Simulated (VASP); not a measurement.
Energy against volume of Ho (hcp). All values below come from PBEsol GGA, VASP's PBE PAW potentials (set 64) (plane waves; VASP). Numerical set-up: 520 eV cut-off, 12×12×7 Γ-centred mesh, first-order Methfessel-Paxton smearing of 0.10 eV, potentials Ho_3.

The 4f electrons are frozen in the core of the lanthanide potential, so 4f levels, which can set the real gap, and their magnetism are missing.

Shape and ions are relaxed at each volume.

```csv
V (Å³/atom),E (eV/atom)
28.803,-4.93419
29.693,-4.93710
30.584,-4.93287
31.475,-4.92247
```

Problem. Fit these four points and predict the energy of the run at 27.912 Å³/atom.

Solution. A cubic in V^(−2/3), the third-order Birch-Murnaghan form, passes through the four points with V0 = 29.59 Å³/atom and B0 = 43 GPa, and gives -4.9230 eV/atom there. The run gave -4.9228 eV/atom, +0.1 meV/atom from the fit; all five points give B0 = 44 GPa.

The compound is Ho in the hcp structure. It was relaxed first, which changed the volume by -5 %.
